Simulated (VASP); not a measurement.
Here is the system:

```
BN
1.0
    0.00000     1.81222     1.81222
    1.81222     0.00000     1.81222
    1.81222     1.81222     0.00000
B N
1 1
Direct
  0.00000   0.00000   0.00000
  0.25000   0.25000   0.25000
```

Computed with HSE06 screened hybrid (exact exchange on a k-mesh reduced by 4x4x4), VASP's PBE PAW potentials (set 64) (plane waves; VASP). Run with PREC = Normal, EDIFF = 1E-5, 400 eV cut-off, 16×16×16 Γ-centred mesh, Gaussian smearing of 0.050 eV, potentials B N.

Exact exchange is summed on a reduced mesh (NKRED).

**Question.** Predict the energy per atom (σ→0), band gap (on the k-mesh) with the smallest direct gap where there is one.

**Answer.** 
The band gap (on the k-mesh) is 5.80 eV and the smallest direct gap (on the k-mesh) comes out as 10.55 eV. The energy per atom (σ→0) is -10.180 eV/atom.

Total energies compare only between runs with the same potentials, cut-off and functional.

The compound is BN in the zinc blende structure. It was relaxed first. The cell's shape comes from a PBE relaxation.
